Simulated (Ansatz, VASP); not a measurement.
**CdPbSO in two plane-wave programs**

Aim: how closely do two programs agree when they are given the same cell, functional and k mesh? The cell is invented: As first built, before any earlier steps moved the atoms (in the runner's words): it takes the PbS structure with some of its atoms replaced by other elements, volume scaled by an estimate. It may not be a known or stable phase. The cell is taken from a series of VASP runs on this material, whose earlier steps may have relaxed, scaled or displaced it; both programs get it as it stands. Valence electrons are named where the data sets of a main pair hold unlike numbers.

Main program and level: Ansatz 0.2.0; plane waves, with VASP 6.6.1 beside it; relaxation of cell and atoms at LDA.

## Step 1: Set-up

It takes space group P1 (No. 1, triclinic). Conventional cell: a = 3.482 Å, b = 3.813 Å, c = 6.542 Å, α = 104.31°, β = 90.24°, γ = 116.81°. Nearest to Pb lie 3 O at 2.48 to 2.50 Å and 3 S at 2.98 to 3.08 Å. Nearest to Cd lie 2 O at 2.33 to 2.35 Å and 3 S at 2.54 to 2.58 Å. S has 3 Cd at 2.54 to 2.58 Å and 3 Pb at 2.98 to 3.08 Å nearest. Nearest to O lie 2 Cd at 2.33 to 2.35 Å and 3 Pb at 2.48 to 2.50 Å. As first built, before any earlier steps moved the atoms (in the runner's words): sites of the PbS structure (space group 187) filled with other elements, volume scaled by an estimate. Farther neighbours and most contacts between anions are not listed.

## Step 2: Ansatz: relaxation of cell and atoms, LDA

Ansatz runs on its default PAW (the set named soft_2) files.

The relaxed volume is the usual yardstick between codes: in a stiff, nearly cubic crystal its relative difference is about their pressure difference at one cell divided by the bulk modulus.

The input, input.yaml:

```yaml
crystal:
  lattice:
    - [3.4820156507, 0.0378345744, 0.0039517592]
    - [-1.7568881546, 3.357366319, 0.4235323317]
    - [0.0094418162, 1.0267813671, 6.4609951719]
  atoms:
    - { symbol: Pb, position: [0.9504548589, 0.9037962783, 0.0481967048] }
    - { symbol: Cd, position: [0.0851423704, 0.168378299, 0.4892494538] }
    - { symbol: S, position: [0.7119099027, 0.4261472366, 0.7110203258] }
    - { symbol: O, position: [0.5801628679, 0.1616051862, 0.2504605156] }
hamiltonian:
  xc: lda
  pseudopotentials: { kind: paw }
kpoints:
  mp_grid: { grid: [7, 7, 4] }
scf:
  occupations: { method: gaussian, width: 0.05 }
relax:
  f_tol: 0.01
  max_steps: 60
  cell: { stress_tol: 0.05 }
output:
  forces: true
  stress: true
```

Launch:

```
$ ansatz run input.yaml --threads 4 --pin off --max-ram 9216MiB --backend cpu --events-out ev --progress --plain --runs-dir out
```

Numbers of over 12 decimals in the logs are rounded to 6 here.

The log of the run:

```text
Engine: ansatz 0.2.0, aarch64-unknown-linux-gnu
Pseudopotentials: kind: paw
Pseudopotential: Pb, paw, valence charge 14, recommended cutoff 420 eV (normal), Pb.paw.azcp
Pseudopotential: Cd, paw, valence charge 20, recommended cutoff 420 eV (normal), Cd.paw.azcp
Pseudopotential: S, paw, valence charge 6, recommended cutoff 420 eV (normal), S.paw.azcp
Pseudopotential: O, paw, valence charge 6, recommended cutoff 420 eV (normal), O.paw.azcp
Functional definition: SPW92
  exchange = slater_x
  correlation = pw_c
Crystal: 4 atoms, lattice volume = 74.440 Å³
Basis set: ecut = 420 eV, 1461 PW (Γ)
Bands: 28, of which v1, the nominal top of the filled ones, is band 23 counted from 1 (22 counted from 0)
Symmetry: 1 space group operations
Space group: P1 (ITA 1), of the structure as read, at distance tolerance 4.2e-5 Å
k-points: 99 of 196 (time reversal used)
Non-local potential: Pb, projectors of the file, l = 0: 2, l = 1: 2, l = 2: 2, l = 3: 2
Non-local potential: Cd, projectors of the file, l = 0: 3, l = 1: 2, l = 2: 2, l = 3: 1
Non-local potential: S, projectors of the file, l = 0: 2, l = 1: 2, l = 2: 2
Non-local potential: O, projectors of the file, l = 0: 2, l = 1: 2, l = 2: 1
PAW form: soft (Blöchl's): semilocal exchange-correlation on the pseudo side does not see the compensation charge
PAW frozen core: Pb, regenerated for the run's functional, and the local potential with it (the file was generated under x = pbe(κ = 0.804, μ = 0.219515), c = pbe(β = 0.066725))
PAW frozen core: Cd, regenerated for the run's functional, and the local potential with it (the file was generated under x = pbe(κ = 0.804, μ = 0.219515), c = pbe(β = 0.066725))
PAW frozen core: S, regenerated for the run's functional, and the local potential with it (the file was generated under x = pbe(κ = 0.804, μ = 0.219515), c = pbe(β = 0.066725))
PAW frozen core: O, regenerated for the run's functional, and the local potential with it (the file was generated under x = pbe(κ = 0.804, μ = 0.219515), c = pbe(β = 0.066725))
PAW one-centre angular grid: Pb, 590 points (default); XC on 64 Gauss nodes
PAW one-centre angular grid: Cd, 590 points (default); XC on 64 Gauss nodes
PAW one-centre angular grid: S, 110 points (default); XC on 64 Gauss nodes
PAW one-centre angular grid: O, 110 points (default); XC on 64 Gauss nodes
Initial density: superposition of atomic densities (neutral atoms: chi_scale 0, normalization atom), corrected by the library's trained network
Initial wavefunctions: pseudopotential atomic-orbital guess
Functional: x = slater, c = lda
SCF iter   1: F=—  HF=-21145.180112 eV  |F-HF|=—  |Δ(HF+E_count)|=         —  Δρ=1.54e-2  dr2=1.79e-1  ethr=1.77e-3  ⟨swp⟩=6.3  Hψ=11858  notcnv=0
preconditioner: auto → Resta (q_TF=auto, 2.518 Å⁻¹)  ε∞=4.9  [insulator: Δε(μ)=0.340 eV  Ē_g=13.401 eV  σ=0.050 eV  W_gap=1.00  n_scr=24 (ndim 8)  ℏωp=26.5 eV  f_vac=0.004  D(μ)=0.00/eV (n_scr^D=0)  ε∞_Penn≈4.9]
SCF iter   2: F=—  HF=-21145.148501 eV  |F-HF|=—  |Δ(HF+E_count)|=   3.16e-2  Δρ=6.29e-3  dr2=3.53e-2  ethr=3.89e-4  ⟨swp⟩=2.0  Hψ=3967  notcnv=0  defer=95
SCF iter   3: F=—  HF=-21145.141192 eV  |F-HF|=—  |Δ(HF+E_count)|=   7.31e-3  Δρ=1.22e-3  dr2=1.20e-3  ethr=7.66e-5  ⟨swp⟩=2.0  Hψ=3574  notcnv=0  defer=98
SCF iter   4: F=—  HF=-21145.140864 eV  |F-HF|=—  |Δ(HF+E_count)|=   3.29e-4  Δρ=3.25e-4  dr2=9.93e-5  ethr=2.60e-6  ⟨swp⟩=2.9  Hψ=4712  notcnv=0  defer=98
SCF iter   5: F=—  HF=-21145.140850 eV  |F-HF|=—  |Δ(HF+E_count)|=   1.40e-5  Δρ=7.90e-5  dr2=3.12e-6  ethr=2.16e-7  ⟨swp⟩=2.0  Hψ=3812  notcnv=0  defer=98
SCF iter   6: F=—  HF=-21145.140849 eV  |F-HF|=—  |Δ(HF+E_count)|=   1.22e-7  Δρ=1.48e-5  dr2=1.56e-7  ethr=6.79e-9  ⟨swp⟩=2.1  Hψ=4290  notcnv=0  defer=98
SCF iter   7: F=-21145.140849 eV  HF=-21145.140849 eV  |F-HF|=4.32e-9  |Δ(HF+E_count)|=   5.79e-9  Δρ=3.35e-6  dr2=8.86e-9  ethr=2.17e-10  ⟨swp⟩=4.9  Hψ=9212  notcnv=0
SCF 1 converged in 7 iterations: F = -21145.140849 eV  dr2 = 8.86e-9
  greatest PAW one-centre occupation: 1.000 electrons in one spin orbital (limit 2), on the Cd atom at site 1 (counted from 0), in its partial waves of l = 0
relax step   1: F+E_penalty+E_count = -21145.14084940 eV  Δ(F+E_penalty+E_count) = +0.000e0 eV  max|allowed force component| = 6.465e-2 eV/Å  Δτ_max = 0.0000 Å  P = -0.433 GPa  Ω = 74.440 Å³  (7 SCF iters, dr2 threshold 1.00e-7 eV, accepted)
[...]
relax step   2: F+E_penalty+E_count = -21145.14202267 eV  Δ(F+E_penalty+E_count) = -1.173e-3 eV  max|allowed force component| = 5.062e-2 eV/Å  Δτ_max = 0.0097 Å  P = +0.107 GPa  Ω = 74.072 Å³  energy of the carried Pulay correction = +5.527e-4 eV  (6 SCF iters, dr2 threshold 4.00e-7 eV, accepted)
[...]
relax step   3: F+E_penalty+E_count = -21145.14224345 eV  Δ(F+E_penalty+E_count) = -2.208e-4 eV  max|allowed force component| = 2.252e-2 eV/Å  Δτ_max = 0.0064 Å  P = +0.117 GPa  Ω = 74.042 Å³  energy of the carried Pulay correction = +5.985e-4 eV  (6 SCF iters, dr2 threshold 1.60e-7 eV, accepted)
[...]
relax step   4: F+E_penalty+E_count = -21145.14217684 eV  Δ(F+E_penalty+E_count) = +6.661e-5 eV  max|allowed force component| = 4.716e-3 eV/Å  Δτ_max = 0.0016 Å  P = +0.004 GPa  Ω = 74.135 Å³  energy of the carried Pulay correction = +4.571e-4 eV  (6 SCF iters, dr2 threshold 6.99e-8 eV, accepted)
[...]
relax step   5: F+E_penalty+E_count = -21145.14173449 eV  Δ(F+E_penalty+E_count) = +4.423e-4 eV  max|allowed force component| = 4.747e-3 eV/Å  Δτ_max = 0.0000 Å  P = -0.005 GPa  Ω = 74.135 Å³  stress off target by 4.46e-2 GPa  SCF on the basis re-selected at this cell (its energy is not comparable with the rows above)  (8 SCF iters)
basis re-selected at this cell: Δ(F+E_penalty+E_count) = +4.423e-4 eV, ΔP = -0.009 GPa vs the last step (what re-selecting the basis moved, of the pressure what is left beyond the Pulay correction that the steps carried, after the strain that the cell walked since its last selection, with what the two solves' SCF thresholds leave and, on support functions, any second-order correction that the steps lacked; it is no m [...]
SCF converged after 8 iterations
Free energy (F): -21145.141734 eV
Harris-Foulkes:  -21145.141734 eV  (|F-HF|=3.64e-12)
Internal energy: -21145.141734 eV  (E = F + TS)
E sigma→0 (E₀):  -21145.141734 eV
Fermi energy:    10.690999 eV
--- Per-component energies (eV) ---
  E_band       = -451.384565
  E_kinetic    = 1074.720609
  E_local      = -5061.889585  (includes V_loc(G=0)·N_el)
  E_nonlocal   = 475.574392
  E_hartree    = 2257.095151
  E_xc         = -564.833952
  E_vxc        = -537.545113  (∫ρ·V_xc dr)
  E_paw        = -14763.546408  (= ΣΔE_a)
  E_vpaw       = -916.437616  (= ΣTr[D̂ρ^β])
  E_aug_tail   = 0.002444  (compensation charges beyond the density's cutoff)
  E_ewald      = -4563.203361
  E_core_change = 0.938974  (= ΣΔE_core)
  E_smearing   = -0.000000  (= −TS)
  E_closure    = -0.000000  (closes the sum)
  Σ components = -21145.141734   (vs F -21145.141734, Δ=0.00e0)
--- Forces (eV/Å), atoms counted from 1 ---
  atom   1  Pb     0.00442961    -0.00205851    -0.00058702
  atom   2  Cd    -0.00270127    -0.00325004    -0.00392192
  atom   3  S     -0.00088360     0.00093816    -0.00024277
  atom   4  O     -0.00084457     0.00437274     0.00474514
  max |Σ_I F_I| component: 6.57e-6 eV/Å
--- Stress (GPa, compression-positive) ---
       -0.016878      -0.021016      -0.026087
       -0.021016       0.013988       0.002467
       -0.026087       0.002467      -0.013048
  P = ⅓ Tr σ = -0.0053 GPa (-0.053 kbar)
--- Relaxed structure (4 steps of the walk, 4 accepted, 1 SCFs on fresh bases) ---
  F+E_penalty+E_count = -21145.14173449 eV   max|allowed force component| = 4.747e-3 eV/Å   (the final SCF, on the basis selected at the relaxed cell)
  cell:  # Å, volume = 74.1355 Å³
    - [3.477250, 0.036118, 0.00192306]
    - [-1.756378, 3.356529, 0.425161]
    - [0.00514828, 1.029122, 6.447452]
  atoms:
    - { symbol: Pb, position: [0.950074, 0.903524, 0.048574] }
    - { symbol: Cd, position: [0.085089, 0.168257, 0.489138] }
    - { symbol: S, position: [0.712541, 0.426331, 0.709975] }
    - { symbol: O, position: [0.579966, 0.161814, 0.251241] }
```

Wall time 17 s (4 threads of Arm Neoverse V2, shared host); peak memory 0.48 GiB; 67 s of CPU time.

## Step 3: VASP: relaxation of cell and atoms, LDA

The same cell, functional (in two slightly different forms), mesh and smearing now go to VASP, with its own data sets.

Lines of VASP's logs that name or quote its potential files are left out, and so is its time.

The input, INCAR:

```
SYSTEM = CdPbSO
PREC = Accurate
ENCUT = 520
EDIFF = 1E-06
NELM = 100
ISMEAR = 0
SIGMA = 0.05
LREAL = .FALSE.
ALGO = Normal
GGA = CA
NBANDS = 25
LORBIT = 11
LWAVE = .FALSE.
LCHARG = .FALSE.
KPAR = 2
IBRION = 2
NSW = 60
ISIF = 3
EDIFFG = -0.01
```

The input, POSCAR:

```
CdPbSO
1.0
    3.4820156507      0.0378345744      0.0039517592
   -1.7568881546      3.3573663190      0.4235323317
    0.0094418162      1.0267813671      6.4609951719
Pb Cd S O
1 1 1 1
Direct
    0.9504548589      0.9037962783      0.0481967048
    0.0851423704      0.1683782990      0.4892494538
    0.7119099027      0.4261472366      0.7110203258
    0.5801628679      0.1616051862      0.2504605156
```

The input, KPOINTS:

```
Automatic mesh
0
Gamma
7 7 4
0 0 0
```

PAW data sets: Pb_d, Cd, S and O (LDA family, release 64).

Launch:

```
$ mpirun -np 2 vasp_std
```

The log of the run:

```text
[banner, memory and clock lines left out]
running    2 mpi-ranks, on    1 nodes
 distrk:  each k-point on    1 cores,    2 groups
 distr:  one band on    1 cores,    1 groups

 POSCAR found type information on POSCAR PbCdS O
 POSCAR found :  4 types and       4 ions
 LDA part: xc-table for (Slater(with rela. corr.)+CA(PZ))
 , standard interpolation
 POSCAR, INCAR and KPOINTS ok, starting setup
 FFT: planning ... GRIDC
 FFT: planning ... GRID_SOFT
 FFT: planning ... GRID
 WAVECAR not read
 entering main loop
       N       E                     dE             d eps       ncg     rms          rms(c)
DAV:   1     0.362786910396E+03    0.36279E+03   -0.18266E+04  4950   0.165E+03
DAV:   2     0.121403199389E+02   -0.35065E+03   -0.33905E+03  5168   0.430E+02
DAV:   3    -0.205033635978E+02   -0.32644E+02   -0.32064E+02  6318   0.135E+02
DAV:   4    -0.214560554119E+02   -0.95269E+00   -0.95015E+00  5734   0.245E+01
DAV:   5    -0.214835309406E+02   -0.27476E-01   -0.27463E-01  6565   0.436E+00    0.122E+01
DAV:   6    -0.191537947646E+02    0.23297E+01   -0.11686E+01  7614   0.390E+01    0.975E+00
DAV:   7    -0.188447830230E+02    0.30901E+00   -0.32130E+00  5545   0.128E+01    0.571E+00
DAV:   8    -0.188174170558E+02    0.27366E-01   -0.61909E-01  5362   0.490E+00    0.150E+00
DAV:   9    -0.188118419425E+02    0.55751E-02   -0.47393E-02  7703   0.167E+00    0.296E-01
DAV:  10    -0.188114109229E+02    0.43102E-03   -0.12742E-02  6137   0.905E-01    0.122E-01
DAV:  11    -0.188113272610E+02    0.83662E-04   -0.80624E-04  6601   0.258E-01    0.459E-02
DAV:  12    -0.188113357060E+02   -0.84450E-05   -0.12300E-04  5404   0.804E-02    0.243E-02
DAV:  13    -0.188113365399E+02   -0.83387E-06   -0.57947E-06  6809   0.195E-02
   1 F= -.18811337E+02 E0= -.18811337E+02  d E =-.188113E+02
 curvature:   0.00 expect dE= 0.000E+00 dE for cont linesearch  0.000E+00
 trial: gam= 0.00000 g(F)=  0.400E-05 g(S)=  0.101E-03 ort = 0.000E+00 (trialstep = 0.100E+01)
 search vector abs. value=  0.105E-03
 bond charge predicted
       N       E                     dE             d eps       ncg     rms          rms(c)
DAV:   1    -0.188123582208E+02   -0.10225E-02   -0.30654E-02  5867   0.225E+00    0.212E-01
DAV:   2    -0.188115438527E+02    0.81437E-03   -0.29034E-03  5874   0.669E-01    0.828E-02
DAV:   3    -0.188114229734E+02    0.12088E-03   -0.44880E-04  6916   0.291E-01    0.635E-02
DAV:   4    -0.188114004853E+02    0.22488E-04   -0.90448E-05  5612   0.804E-02    0.346E-02
DAV:   5    -0.188113947909E+02    0.56944E-05   -0.18499E-05  6341   0.531E-02    0.961E-03
DAV:   6    -0.188113944908E+02    0.30012E-06   -0.40296E-06  4917   0.171E-02
   2 F= -.18811394E+02 E0= -.18811394E+02  d E =-.579508E-04
 trial-energy change:   -0.000058  1 .order   -0.000054   -0.000105   -0.000004
 step:   1.0349(harm=  1.0349)  dis= 0.00016  next Energy=   -18.811391 (dE=-0.542E-04)
 reached required accuracy - stopping structural energy minimisation
```

(Part 1 of 2 ends here.)

[Lines on the potential files, build, host, timing and source positions are cut from VASP's logs without a mark.]

[Logs are printed without paths, hosts, clocks, repeated set-up lines and the standing remarks that a program may print on its own settings, such as how far it seeks lower states.]

[Hosts, paths, dates, database ids (printed as entryN), source tags and the programs' standing remarks are cut or masked in the printed files.]
